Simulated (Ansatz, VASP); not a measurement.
# Cross-check of SiB2P2C between VASP and Ansatz, part 2 of 2

Wanted: the spread between two codes on one cell, functional and k mesh. The cell is generated by rule, not measured, and may not be a known phase. The cell is taken from a series of runs on this material, whose earlier steps may have relaxed, scaled, displaced or heated it; both programs get it as it stands.

VASP 6.6.1 and Ansatz 0.2.0.

So far: The starting structure; Ansatz: relaxation of cell and atoms, PBE, pair 1.

## Step 3: VASP: relaxation of cell and atoms, PBE, pair 1

Level of this step: PBE; plane waves and PAW (B, C, P, Si); invented cell (VASP).

The same cell, functional and mesh now go to VASP, with its own data sets.

Lines of VASP's logs that name or quote its potential files are left out, and so is its time.

Input file INCAR:

```
SYSTEM = SiB2P2C
PREC = Accurate
ENCUT = 600
EDIFF = 1E-07
NELM = 120
ISMEAR = 0
SIGMA = 0.01
LREAL = .FALSE.
ALGO = Normal
GGA = PE
NBANDS = 18
LORBIT = 11
LWAVE = .FALSE.
LCHARG = .FALSE.
ISIF = 3
IBRION = 2
NSW = 80
EDIFFG = -0.005
LASPH = .TRUE.
GGA_COMPAT = .FALSE.
NELMIN = 4
EFERMI = MIDGAP
KPAR = 2
```

Input file POSCAR:

```
SiB2P2C
1.0
    2.2533060000      2.2533060000      0.0000000000
   -2.2532380000      2.2532380000      0.0000000000
    2.2532720000      0.0000340000      6.8525330000
B C P Si
2 1 2 1
Direct
    0.0088443937      0.9911556063      0.9823112125
    0.3406056563      0.6593943437      0.3187886873
    0.0724508003      0.4275491997      0.8550983994
    0.4237990536      0.0762009464      0.1524018928
    0.7584728888      0.7415271112      0.4830542224
    0.6458270248      0.3541729752      0.7083459503
```

Input file KPOINTS:

```
Automatic mesh
0
Gamma
8 8 8
0 0 0
```

PAW data sets: B, C, P and Si (PBE family, release 64).

Launch:

```bash
> mpirun -np 2 vasp_std
```

Numbers of over 12 decimals in the logs are rounded to 6 here.

The program printed:

```text
[banner, memory and clock lines left out]
running    2 mpi-ranks, on    1 nodes
 distrk:  each k-point on    1 cores,    2 groups
 distr:  one band on    1 cores,    1 groups

 POSCAR found type information on POSCAR B C P Si
 POSCAR found :  4 types and       6 ions
|                                                                             |
|           W    W    AA    RRRRR   N    N  II  N    N   GGGG   !!!           |
|           W    W   A  A   R    R  NN   N  II  NN   N  G    G  !!!           |
|           W    W  A    A  R    R  N N  N  II  N N  N  G       !!!           |
|           W WW W  AAAAAA  RRRRR   N  N N  II  N  N N  G  GGG   !            |
|           WW  WW  A    A  R   R   N   NN  II  N   NN  G    G                |
|           W    W  A    A  R    R  N    N  II  N    N   GGGG   !!!           |
|                                                                             |
|     Inconsistent Bravais lattice types found for crystalline and            |
|     reciprocal lattice:                                                     |
|                                                                             |
|        Crystalline: base-centered monoclinic                                |
|        Reciprocal : face-centered orthorhombic                              |
|                    (instead of base-centered monoclinic)                    |
|                                                                             |
|     In most cases this is due to inaccuracies in the specification of       |
|     the crytalline lattice vectors.                                         |
|                                                                             |
|     Suggested SOLUTIONS:                                                    |
|      ) Refine the lattice parameters of your structure,                     |
|      ) and/or try changing SYMPREC.                                         |
|                                                                             |

 LDA part: xc-table for (Slater+PW92), standard interpolation
 POSCAR, INCAR and KPOINTS ok, starting setup
 FFT: planning ... GRIDC
 FFT: planning ... GRID_SOFT
 FFT: planning ... GRID
 WAVECAR not read
 entering main loop
       N       E                     dE             d eps       ncg     rms          rms(c)
DAV:   1     0.694903840952E+02    0.69490E+02   -0.11970E+04  5400   0.133E+03
DAV:   2    -0.368980944550E+02   -0.10639E+03   -0.10294E+03  6988   0.203E+02
DAV:   3    -0.418124227668E+02   -0.49143E+01   -0.48745E+01  7266   0.435E+01
DAV:   4    -0.418696267278E+02   -0.57204E-01   -0.57107E-01  7554   0.494E+00
DAV:   5    -0.418702987514E+02   -0.67202E-03   -0.67164E-03  7310   0.520E-01    0.121E+01
DAV:   6    -0.396530616390E+02    0.22172E+01   -0.56510E+00  7006   0.141E+01    0.677E+00
DAV:   7    -0.395021232579E+02    0.15094E+00   -0.14695E+00  7032   0.706E+00    0.272E+00
DAV:   8    -0.394724930276E+02    0.29630E-01   -0.15569E-01  6816   0.253E+00    0.662E-01
DAV:   9    -0.394710820898E+02    0.14109E-02   -0.35183E-02  7048   0.128E+00    0.288E-01
DAV:  10    -0.394716089416E+02   -0.52685E-03   -0.36312E-03  6582   0.382E-01    0.149E-01
DAV:  11    -0.394716955444E+02   -0.86603E-04   -0.36288E-04  7120   0.114E-01    0.617E-02
DAV:  12    -0.394717534943E+02   -0.57950E-04   -0.72832E-05  6822   0.629E-02    0.127E-02
DAV:  13    -0.394717584896E+02   -0.49953E-05   -0.16788E-05  7234   0.262E-02    0.108E-02
DAV:  14    -0.394717597957E+02   -0.13061E-05   -0.19608E-06  6694   0.891E-03    0.420E-03
DAV:  15    -0.394717595693E+02    0.22643E-06   -0.83890E-07  6858   0.507E-03    0.187E-03
DAV:  16    -0.394717596078E+02   -0.38469E-07   -0.69282E-08  3414   0.192E-03
   1 F= -.39471760E+02 E0= -.39471760E+02  d E =-.394718E+02
[...]
2 F= -.39471784E+02 E0= -.39471784E+02  d E =-.241497E-04
[...]
3 F= -.39471836E+02 E0= -.39471836E+02  d E =-.759110E-04
[...]
4 F= -.39471836E+02 E0= -.39471836E+02  d E =-.758998E-04
 curvature:  -0.27 expect dE=-0.152E-05 dE for cont linesearch -0.449E-10
 trial: gam= 0.02174 g(F)=  0.538E-05 g(S)=  0.306E-06 ort =-0.213E-06 (trialstep = 0.907E+00)
 search vector abs. value=  0.580E-05
 bond charge predicted
       N       E                     dE             d eps       ncg     rms          rms(c)
DAV:   1    -0.394718372578E+02   -0.17311E-05   -0.13382E-04  5448   0.722E-02    0.724E-03
DAV:   2    -0.394718375797E+02   -0.32192E-06   -0.79935E-06  7626   0.190E-02    0.260E-03
DAV:   3    -0.394718374917E+02    0.88092E-07   -0.29124E-07  5450   0.376E-03    0.125E-03
DAV:   4    -0.394718375150E+02   -0.23312E-07   -0.76941E-08  3254   0.188E-03
   5 F= -.39471838E+02 E0= -.39471838E+02  d E =-.200745E-05
 trial-energy change:   -0.000002  1 .order   -0.000002   -0.000005    0.000001
 step:   0.7454(harm=  0.7454)  dis= 0.00015  next Energy=   -39.471838 (dE=-0.212E-05)
 reached required accuracy - stopping structural energy minimisation
```

OUTCAR, selected parts (step 3):

```text
ion  position               nearest neighbor table
   1  0.009  0.991  0.982-   3 1.82   3 1.82   4 1.97   4 1.97
   2  0.341  0.659  0.319-   5 1.95   5 1.95   4 1.96   4 1.96
   3  0.072  0.428  0.855-   1 1.82   1 1.82   6 1.88   6 1.88
   4  0.424  0.076  0.152-   2 1.96   2 1.96   1 1.97   1 1.97
   5  0.758  0.742  0.483-   2 1.95   2 1.95   6 2.22   6 2.22
   6  0.646  0.354  0.708-   3 1.88   3 1.88   5 2.22   5 2.22

  LATTYP: Found a base centered monoclinic cell.
 ALAT       =    14.0706430924
 B/A-ratio  =     0.2264754983
 C/A-ratio  =     0.2264686637
 COS(beta)  =    -0.2264686637

 Subroutine GETGRP returns: Found  2 space group operations
 (whereof  2 operations were pure point group operations)

The static configuration has the point symmetry C_1h.

 Found    150 irreducible k-points:

   k-points           NKPTS =    150   k-points in BZ     NKDIM =    150   number of bands    NBANDS=     18

   dimension x,y,z NGX =    28 NGY =   28 NGZ =   60
   dimension x,y,z NGXF=    56 NGYF=   56 NGZF=  120

   ENCUT  =  600.0 eV  44.10 Ry    6.64 a.u.   6.36  6.36 14.41*2*pi/ulx,y,z

   NELECT =      24.0000    total number of electrons

 k-points in reciprocal lattice and weights: Automatic mesh
   0.00000000  0.00000000  0.00000000       0.002
   0.12500000  0.00000000  0.00000000       0.008
   0.25000000  0.00000000  0.00000000       0.008
   0.37500000  0.00000000  0.00000000       0.008
   0.50000000  0.00000000  0.00000000       0.004
   0.00000000  0.12500000  0.00000000       0.004
   0.00000000  0.12500000 -0.12500000       0.004
   0.12500000  0.12500000  0.00000000       0.008
   0.25000000  0.12500000  0.00000000       0.008
[...]
0.00000000  0.25000000  0.37500000       0.004
   0.00000000  0.00000000  0.50000000       0.002

 average (electrostatic) potential at core
       1 -24.9175       2 -24.8199       3 -46.6782       4 -80.8054       5 -81.0955
       6 -81.9022

 E-fermi :   8.2708

 k-point     1 :       0.0000    0.0000    0.0000
  band No.  band energies     occupation
    ...
      8       4.3351      2.00000
      9       4.5853      2.00000
     10       7.5879      2.00000
     11       7.6529      2.00000
     12       7.9587      2.00000
     13       8.6935      0.00000
     14       9.6802      0.00000
     15      10.5922      0.00000
     16      11.0667      0.00000
     17      11.1463      0.00000
    ...

 k-point     2 :       0.1250    0.0000    0.0000
  band No.  band energies     occupation
    ...
      8       4.0507      2.00000
      9       4.7569      2.00000
     10       6.4381      2.00000
     11       7.0734      2.00000
     12       7.8618      2.00000
     13       9.3151      0.00000
     14      10.3782      0.00000
     15      11.1882      0.00000
     16      11.4516      0.00000
     17      11.7731      0.00000
    ...

 k-point     3 :       0.2500    0.0000    0.0000
  band No.  band energies     occupation
    ...
      8       4.3785      2.00000
      9       4.8960      2.00000
     10       5.2028      2.00000
     11       5.9746      2.00000
     12       7.5870      2.00000
     13      10.0298      0.00000
     14      11.0140      0.00000
     15      11.5355      0.00000
     16      12.3479      0.00000
     17      12.5927      0.00000
    ...

  Total        0.0024303      0.0024303      0.0031757      0.0041692     -0.0000013      0.0000013
  in kB        0.0560304      0.0560304      0.0732138      0.0961183     -0.0000305      0.0000305
  external PRESSURE =       0.0617582 kB  Pullay stress =       0.0000000 kB

  energy-cutoff  :      600.00
  volume of cell :       69.49
      direct lattice vectors                 reciprocal lattice vectors
     2.252406200  2.252406200  0.000000000     0.221984824  0.221984830 -0.072995972
    -2.252188973  2.252188973  0.000000186    -0.222006234  0.222006234  0.072995954
     2.252297304  0.000108896  6.849692930     0.000000006 -0.000000006  0.145991944

 POSITION                                       TOTAL-FORCE (eV/Angst)
 -----------------------------------------------------------------------------------
      0.00011      2.25230      6.72877         0.000000     -0.000000      0.001612
      0.00011      2.25230      2.18373        -0.000005      0.000005     -0.001547
      1.12620      1.12620      5.85734         0.000003     -0.000003      0.000098
      1.12620      1.12620      1.04428        -0.000003      0.000003      0.000360
      1.12631      3.37850      3.30870         0.000001     -0.000001      0.002221
      2.25241      2.25241      4.85111         0.000004     -0.000004     -0.002744
 -----------------------------------------------------------------------------------
    total drift:                               -0.000017      0.000018     -0.000013

  FREE ENERGIE OF THE ION-ELECTRON SYSTEM (eV)
  ---------------------------------------------------
  free  energy   TOTEN  =       -39.4718375150 eV

  energy  without entropy=      -39.4718375150  energy(sigma->0) =      -39.47183751

 reached required accuracy - stopping structural energy minimisation

 total charge
# of ion       s       p       d       tot
------------------------------------------
    1        0.637   1.151   0.000   1.788
    2        0.671   1.275   0.000   1.946
    3        0.823   1.579   0.000   2.402
    4        0.997   1.590   0.000   2.587
    5        1.001   1.625   0.000   2.626
    6        0.731   0.963   0.000   1.694
--------------------------------------------------
tot          4.861   8.183   0.000  13.044

[... 3 further parts left out ...]
```

The run keeps the 2 symmetry operations of its start, so it cannot find a distortion of lower symmetry.

## Step 4: Side by side

Known differences besides the potentials themselves: fixed occupations in Ansatz, narrow Gaussian smearing in VASP; the cutoff is 420 eV in Ansatz and 600 eV in VASP; Ansatz adds a Pulay correction to the stress that steers its cell, VASP none. Total energies have different zeros and are not compared.

Compared:

| quantity | Ansatz | VASP | difference |
| --- | --- | --- | --- |
| volume (Å³) | 69.58 | 69.49 | +0.13 % |
| edge a after relaxation, in the typed setting (Å) | 3.187 | 3.185 | +0.04 % |
| edge c after relaxation, in the typed setting (Å) | 7.214 | 7.210 | +0.04 % |

## Step 5: VASP: relaxation of cell and atoms, PBE, pair 2

The relaxed volume is the usual yardstick between codes: in a stiff, nearly cubic crystal its relative difference is about their pressure difference at one cell divided by the bulk modulus.

Changes to INCAR since step 3:

```diff
@@ -6,3 +6,3 @@
 ISMEAR = 0
-SIGMA = 0.01
+SIGMA = 0.02
 LREAL = .FALSE.
```

Input file POSCAR:

```
SiB2P2C
1.0
    2.2555320000      2.2555320000      0.0000000000
   -2.2536020000      2.2536020000      0.0000000000
    2.2545670000      0.0009650000      6.8426270000
B C P Si
2 1 2 1
Direct
    0.0087974253      0.9912025747      0.9824051494
    0.3407154153      0.6592845847      0.3185691694
    0.0725282848      0.4274717152      0.8549434304
    0.4238211435      0.0761788565      0.1523577129
    0.7584196099      0.7415803901      0.4831607802
    0.6457180115      0.3542819885      0.7085639770
```

KPOINTS is that of step 3.

The relaxed cell was symmetrised before this step.

Launch:

```bash
> mpirun -np 2 vasp_std
```

The program printed:

```text
[banner, memory and clock lines left out]
running    2 mpi-ranks, on    1 nodes
[...]
LDA part: xc-table for (Slater+PW92), standard interpolation
 POSCAR, INCAR and KPOINTS ok, starting setup
[...]
entering main loop
       N       E                     dE             d eps       ncg     rms          rms(c)
DAV:   1     0.707960774367E+02    0.70796E+02   -0.12020E+04  3420   0.133E+03
DAV:   2    -0.367663494017E+02   -0.10756E+03   -0.10415E+03  4404   0.203E+02
DAV:   3    -0.418165165988E+02   -0.50502E+01   -0.50247E+01  4632   0.442E+01
DAV:   4    -0.418700487562E+02   -0.53532E-01   -0.53461E-01  4784   0.494E+00
[...]
DAV:  14    -0.394714851138E+02   -0.13174E-05   -0.19238E-06  4158   0.888E-03    0.416E-03
DAV:  15    -0.394714848931E+02    0.22063E-06   -0.83198E-07  4344   0.508E-03    0.183E-03
DAV:  16    -0.394714849337E+02   -0.40578E-07   -0.69477E-08  2152   0.192E-03
   1 F= -.39471485E+02 E0= -.39471485E+02  d E =-.394715E+02
[... from here on, the cycles between the ionic steps are left out ...]
   2 F= -.39471782E+02 E0= -.39471782E+02  d E =-.297381E-03
   3 F= -.39471802E+02 E0= -.39471802E+02  d E =-.317360E-03
   4 F= -.39471827E+02 E0= -.39471827E+02  d E =-.243307E-04
   5 F= -.39471829E+02 E0= -.39471829E+02  d E =-.266743E-04
   6 F= -.39471829E+02 E0= -.39471829E+02  d E =-.267400E-04
   7 F= -.39471831E+02 E0= -.39471831E+02  d E =-.165587E-05
 trial-energy change:   -0.000002  1 .order   -0.000002   -0.000004    0.000001
 step:   0.7207(harm=  0.7207)  dis= 0.00019  next Energy=   -39.471831 (dE=-0.174E-05)
 reached required accuracy - stopping structural energy minimisation
```

From OUTCAR (step 5):

```text
  Total        0.0011143      0.0011143     -0.0027814      0.0020761      0.0000000      0.0000000
  in kB        0.0256877      0.0256877     -0.0641208      0.0478610      0.0000000      0.0000000
  external PRESSURE =      -0.0042484 kB  Pullay stress =       0.0000000 kB

 POSITION                                       TOTAL-FORCE (eV/Angst)
 -----------------------------------------------------------------------------------
      0.00014      2.25231      6.72917         0.000000      0.000000     -0.001118
      0.00014      2.25231      2.18378         0.000000      0.000000     -0.000171
      1.12622      1.12622      5.85753        -0.000000     -0.000000      0.002004
      1.12622      1.12622      1.04433        -0.000000     -0.000000      0.000493
      1.12636      3.37853      3.30887        -0.000000     -0.000000      0.000792
      2.25244      2.25244      4.85129         0.000000      0.000000     -0.002001
 -----------------------------------------------------------------------------------
    total drift:                                0.000001     -0.000000      0.000154

  FREE ENERGIE OF THE ION-ELECTRON SYSTEM (eV)
  ---------------------------------------------------
  free  energy   TOTEN  =       -39.4718306892 eV

  energy  without entropy=      -39.4718306892  energy(sigma->0) =      -39.47183069

[... 1 part as in an earlier step ...]

[... 3 further parts left out ...]
[key lines of the parts left out:]
E-fermi :   8.2703
```

The run keeps the 4 symmetry operations of its start, so it cannot find a distortion of lower symmetry.

## Step 6: Ansatz: relaxation of cell and atoms, PBE, pair 2

The same cell, functional, mesh and smearing now go to Ansatz, which takes its cutoff from its data sets.

The cell is taken from a series of runs on this material, whose earlier steps may have relaxed, scaled, displaced or heated it; both programs get it as it stands.

Input file input.yaml:

```yaml
crystal:
  lattice:
    - [2.2555317933, 2.2555317933, 0.0]
    - [-2.2536018058, 2.2536018058, 0.0]
    - [2.2545667996, 0.0009649937, 6.8426273657]
  atoms:
    - { symbol: B, position: [0.0087974065, -0.0087974065, -0.017594813] }
    - { symbol: B, position: [0.3407154244, 0.6592845756, 0.3185691512] }
    - { symbol: C, position: [0.0725283352, 0.4274716648, 0.8549433297] }
    - { symbol: P, position: [0.4238211676, 0.0761788324, 0.1523576648] }
    - { symbol: P, position: [0.7584195996, 0.7415804004, 0.4831608009] }
    - { symbol: Si, position: [0.6457180668, 0.3542819332, 0.7085638664] }
kpoints:
  mp_grid: { grid: [8, 8, 8] }
hamiltonian:
  xc: pbe
scf:
  occupations: { method: gaussian, width: 0.02 }
output:
  forces: true
  stress: true
  eigenvalues: true
relax:
  adjacent_minimum: "off"
  f_tol: 0.005
  max_steps: 80
  cell: { stress_tol: 0.05 }
```

Launch:

```bash
> ansatz run input.yaml --threads 4 --pin off --max-ram 14336MiB --backend cpu --events-out ev --progress --plain --runs-dir out
```

The program printed:

```text
[...]
Crystal: 6 atoms, lattice volume = 69.563 Å³
Basis set: ecut = 420 eV, 1355 PW (Γ), exchange–correlation on 48×48×100 points (8 copies of the dense FFT grid, shifted against one another)
Bands: 18, of which v1, the nominal top of the filled ones, is band 12 counted from 1 (11 counted from 0)
Symmetry: 4 space group operations
[...]
k-points: 95 of 512 (time reversal used)
[...]
- [-2.253238, 2.253238, 1.646471092535706e-11]
    - [2.253272, 3.4102659381228126e-5, 6.852533]
  atoms:
    - { symbol: B, position: [0.00884441, -0.00884441, -0.017689] }
    - { symbol: B, position: [0.340606, 0.659394, 0.318789] }
    - { symbol: C, position: [0.072451, 0.427549, 0.855098] }
    - { symbol: P, position: [0.423799, 0.076201, 0.152402] }
    - { symbol: P, position: [0.758473, 0.741527, 0.483054] }
    - { symbol: Si, position: [0.645827, 0.354173, 0.708346] }
[key lines of the parts left out:]
SCF converged after 8 iterations
Free energy (F): -2710.596121 eV
Fermi energy:    9.897147 eV
P = ⅓ Tr σ = -0.0028 GPa (-0.028 kbar)
```

## Step 7: Side by side

Compared:

| quantity | Ansatz | VASP | difference |
| --- | --- | --- | --- |
| volume (Å³) | 69.58 | 69.50 | +0.12 % |
| edge a after relaxation, in the typed setting (Å) | 3.187 | 3.185 | +0.04 % |
| edge c after relaxation, in the typed setting (Å) | 7.213 | 7.211 | +0.04 % |

## Step 8: Outcome

| Property | Result |
| --- | --- |
| difference in volume (relaxation of cell and atoms, PBE, pair 1) | 0.13 % |
| difference in volume (relaxation of cell and atoms, PBE, pair 2) | 0.12 % |

What this shows: The difference in volume is 0.13 % (relaxation of cell and atoms, PBE, pair 1), within the 1.2 % picked in this series as the mark of a large difference, as far as the stopping tolerances let one tell. 1 further run of this series is not shown here. Such differences can come from data sets, numerical settings and the points named under the comparisons, not from the functional's error against experiment.

[Lines on the potential files, build, host, timing and source positions are cut from VASP's logs without a mark.]

[Logs are printed without paths, hosts, clocks, repeated set-up lines and the standing remarks that a program may print on its own settings, such as how far it seeks lower states.]

[Hosts, paths, dates, database ids (printed as entryN), source tags and the programs' standing remarks are cut or masked in the printed files.]
